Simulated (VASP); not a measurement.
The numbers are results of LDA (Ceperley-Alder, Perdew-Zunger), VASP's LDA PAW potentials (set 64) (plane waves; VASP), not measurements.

VASP input:

**INCAR**
```
# general
SYSTEM  = PbO monolayer
PREC    = Normal
ENCUT   = 500   # plane-wave cut-off (eV)
LREAL   = F
LASPH   = T   # aspherical one-centre terms

# electronic loop
EDIFF   = 1E-6
NELM    = 100
NELMIN  = 4
ALGO    = Normal
LMAXMIX = 4

# smearing
ISMEAR  = 0
SIGMA   = 0.05

# output
LWAVE   = F
LCHARG  = F
LORBIT  = 11   # lm-projected
LVHAR   = T
```

**POSCAR**
```
PbO monolayer
1
    3.9249433208     0.0000000000     0.0000000000
    0.0000000000     3.9249433208     0.0000000000
    0.0000000000    -0.0000000000    17.9991240373
Pb O
2 2
Direct
  0.5000000000   0.0000000000   0.4335500780
  0.0000000000   0.5000000000   0.5664499220
  0.5000000000   0.5000000000   0.5000000000
  1.0000000000   0.0000000000   0.5000000000
```

KPOINTS:
```
Automatic mesh
0
G
12 12 1
```

POTCAR, in this order: Pb_d O (LDA.64 set). Program: vasp_std. Read from the step before: WAVECAR.

What VASP printed:

**OSZICAR**
```
       N       E                     dE             d eps       ncg     rms          rms(c)
DAV:   1    -0.241168552623E+02   -0.24117E+02   -0.53559E-03  1440   0.118E+00    0.494E-03
DAV:   2    -0.241168538730E+02    0.13893E-05   -0.50869E-06  1496   0.256E-02    0.238E-03
DAV:   3    -0.241168539924E+02   -0.11943E-06   -0.86513E-07  1128   0.112E-02    0.134E-03
DAV:   4    -0.241168541985E+02   -0.20607E-06   -0.37022E-07  1160   0.654E-03
   1 F= -.24116854E+02 E0= -.24116854E+02  d E =-.469962E-12
```

**OUTCAR**
```
------------------------ aborting loop because EDIFF is reached ----------------------------------------
  FORCE on cell =-STRESS in cart. coord.  units (eV):
  Direction    XX          YY          ZZ          XY          YZ          ZX
  --------------------------------------------------------------------------------------
  Total       -0.2593207     -0.2593207     -0.1258140      0.0000000      0.0000000     -0.0000000
  in kB       -1.4984065     -1.4984065     -0.7269783      0.0000000      0.0000000     -0.0000000
  external PRESSURE =      -1.2412638 kB  Pullay stress =       0.0000000 kB
  volume of cell :      277.28
      direct lattice vectors                 reciprocal lattice vectors
     3.924943321  0.000000000  0.000000000     0.254780749  0.000000000  0.000000000
     0.000000000  3.924943321  0.000000000     0.000000000  0.254780749  0.000000000
     0.000000000  0.000000000 17.999124037     0.000000000  0.000000000  0.055558259
 POSITION                                       TOTAL-FORCE (eV/Angst)
 -----------------------------------------------------------------------------------
      1.96247      0.00000      7.80352         0.000000      0.000000      0.015758
      0.00000      1.96247     10.19560        -0.000000      0.000000     -0.015758
      1.96247      1.96247      8.99956        -0.000000      0.000000      0.000000
      0.00000      0.00000      8.99956         0.000000      0.000000      0.000000
 -----------------------------------------------------------------------------------
    total drift:                                0.000000      0.000000     -0.000000
  FREE ENERGIE OF THE ION-ELECTRON SYSTEM (eV)
  ---------------------------------------------------
  free  energy   TOTEN  =       -24.1168541985 eV

  energy  without entropy=      -24.1168541985  energy(sigma->0) =      -24.11685420

 total charge

# of ion       s       p       d       tot
------------------------------------------
    1        1.377   0.649   9.878  11.904
    2        1.377   0.649   9.878  11.904
    3        1.569   3.389   0.000   4.958
    4        1.569   3.389   0.000   4.958
--------------------------------------------------
tot          5.893   8.076  19.755  33.724
```
(Selected blocks of OUTCAR.)

File OUTCAR:
```
 val. band max:       -2.3189264242   @ k =   0.0000   0.0000   0.0000

 cond. band min:       0.3445286686   @ k =   0.0000   0.0000   0.0000


 Fermi energy:        -2.0877578795

 k-point     1 :       0.0000    0.0000    0.0000
  band No.  band energies     occupation
      1     -20.0968      2.00000
      2     -19.4928      2.00000
      3     -17.6797      2.00000
      4     -17.6797      2.00000
      5     -17.6625      2.00000
      6     -17.6055      2.00000
      7     -17.5145      2.00000
      8     -17.4881      2.00000
      9     -17.4881      2.00000
     10     -17.4625      2.00000
     11     -17.4416      2.00000
     12     -15.9106      2.00000
     13      -9.7965      2.00000
     14      -7.2012      2.00000
     15      -6.0839      2.00000
     16      -6.0839      2.00000
     17      -3.5392      2.00000
     18      -3.4445      2.00000
     19      -3.4445      2.00000
     20      -2.3189      2.00000
     21       0.3445      0.00000
     22       0.4589      0.00000
     23       2.6314      0.00000
     24       2.8844      0.00000

 k-point     2 :       0.0833    0.0000    0.0000
  band No.  band energies     occupation
      1     -20.0811      2.00000
      2     -19.4993      2.00000
      3     -17.6785      2.00000
      4     -17.6764      2.00000
      5     -17.6572      2.00000
      6     -17.5997      2.00000
      7     -17.5274      2.00000
      8     -17.4882      2.00000
      9     -17.4791      2.00000
     10     -17.4427      2.00000
     11     -17.4400      2.00000
     12     -15.9299      2.00000
     13      -9.7873      2.00000
     14      -7.2574      2.00000
     15      -6.1024      2.00000
     16      -6.0425      2.00000
     17      -3.7066      2.00000
     18      -3.4947      2.00000
     19      -3.4007      2.00000
     20      -2.3217      2.00000
     21       0.4875      0.00000
     22       0.6193      0.00000
     23       2.6923      0.00000
     24       2.9606      0.00000
...
```

Unless said otherwise, spin-orbit coupling is left out, though it shifts the bands of the heavy elements here.

The cell is a sheet with vacuum, built from PbO (litharge).
